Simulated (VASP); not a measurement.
These are PBE GGA, VASP's PBE PAW potentials (set 64) (plane waves; VASP) values and carry that method's errors.

VASP input:

### INCAR
```
! general
SYSTEM  = B31N32
PREC    = Normal
ENCUT   = 400
LREAL   = Auto
LASPH   = T
ISYM    = 0
NELECT  = 255.0

! electronic loop
EDIFF   = 1E-5
NELM    = 100
NELMIN  = 4
ALGO    = Fast

! smearing
ISMEAR  = 0
SIGMA   = 0.05

! functional
GGA     = PE

! spin
ISPIN   = 2
MAGMOM  = 63*0.0159
NUPDOWN = 1

! ions
IBRION  = 2
NSW     = 60
ISIF    = 2
EDIFFG  = -0.03

! output
LWAVE   = F
LCHARG  = F
LORBIT  = 10
```

POSCAR:
```
B31N32
1
    7.2488848260     0.0000000000     0.0000000000
    0.0000000000     7.2488848260     0.0000000000
   -0.0000000000    -0.0000000000     7.2488848260
B N
31 32
Direct
  0.5000000000   0.0000000000   0.0000000000
  0.7500000000   0.2500000000   0.0000000000
  0.7500000000   0.0000000000   0.2500000000
  0.0000000000   0.0000000000   0.0000000000
  0.2500000000   0.2500000000   0.0000000000
  0.5000000000   0.5000000000   0.0000000000
  0.7500000000   0.7500000000   0.0000000000
  0.2500000000   0.0000000000   0.2500000000
  0.5027990000   0.2568010000   0.2518910000
  0.7431490000   0.4940840000   0.2509450000
  0.5000000000   0.0000000000   0.5000000000
  0.7441190000   0.2469870000   0.4942700000
  0.7500000000   0.0000000000   0.7500000000
  0.0000000000   0.5000000000   0.0000000000
  0.2500000000   0.7500000000   0.0000000000
  0.0000000000   0.2500000000   0.2500000000
  0.2494390000   0.5006050000   0.2510590000
  0.5020570000   0.7566080000   0.2529940000
  0.0000000000   0.0000000000   0.5000000000
  0.2433970000   0.2446250000   0.4964780000
  0.7539510000   0.7458770000   0.4992010000
  0.2500000000   0.0000000000   0.7500000000
  0.4990230000   0.2521100000   0.7493740000
  0.7498040000   0.4956120000   0.7454940000
  0.0000000000   0.7500000000   0.2500000000
  0.0000000000   0.5000000000   0.5000000000
  0.2433220000   0.7557970000   0.4964760000
  0.0000000000   0.2500000000   0.7500000000
  0.2499470000   0.4936110000   0.7434810000
  0.5057240000   0.7504860000   0.7502920000
  0.0000000000   0.7500000000   0.7500000000
  0.6250000000   0.1250000000   0.1250000000
  0.8750000000   0.3750000000   0.1250000000
  0.8750000000   0.1250000000   0.3750000000
  0.1250000000   0.1250000000   0.1250000000
  0.3787780000   0.3756750000   0.1202730000
  0.6279950000   0.6183040000   0.1251820000
  0.8750000000   0.8750000000   0.1250000000
  0.3797080000   0.1264600000   0.3743830000
  0.6183380000   0.3700150000   0.3770100000
  0.8773430000   0.6298060000   0.3716110000
  0.6318420000   0.1194690000   0.6291040000
  0.8806610000   0.3780770000   0.6289370000
  0.8750000000   0.1250000000   0.8750000000
  0.1250000000   0.6250000000   0.1250000000
  0.3750000000   0.8750000000   0.1250000000
  0.1259300000   0.3751480000   0.3750930000
  0.3685730000   0.6208280000   0.3717210000
  0.6276320000   0.8746890000   0.3769150000
  0.1250000000   0.1250000000   0.6250000000
  0.3799040000   0.3682310000   0.6198080000
  0.6221070000   0.6255510000   0.6196640000
  0.8750000000   0.8750000000   0.6250000000
  0.3750000000   0.1250000000   0.8750000000
  0.6305630000   0.3752700000   0.8810440000
  0.8750000000   0.6250000000   0.8750000000
  0.1250000000   0.8750000000   0.3750000000
  0.1243460000   0.6199750000   0.6187610000
  0.3711040000   0.8732700000   0.6240880000
  0.1250000000   0.3750000000   0.8750000000
  0.3687540000   0.6221390000   0.8687360000
  0.6250000000   0.8750000000   0.8750000000
  0.1250000000   0.8750000000   0.8750000000
```

File KPOINTS:
```
K-points
0
Gamma
1 1 1
```

POTCAR, in this order: B N (PBE.64 set). Program: vasp_gam.

Question: What will the output report for the number of irreducible k-points (NKPTS), largest plane-wave count, FFT grid (NGX, NGY, NGZ)?

Answer: 
```json
{
 "number of irreducible k-points (NKPTS)": "1",
 "largest_plane_wave_count": "3466",
 "FFT grid (NGX, NGY, NGZ)": "36 × 36 × 36"
}
```

The cell is a supercell with a defect, built from BN (zinc blende): vac_B, charge -2.
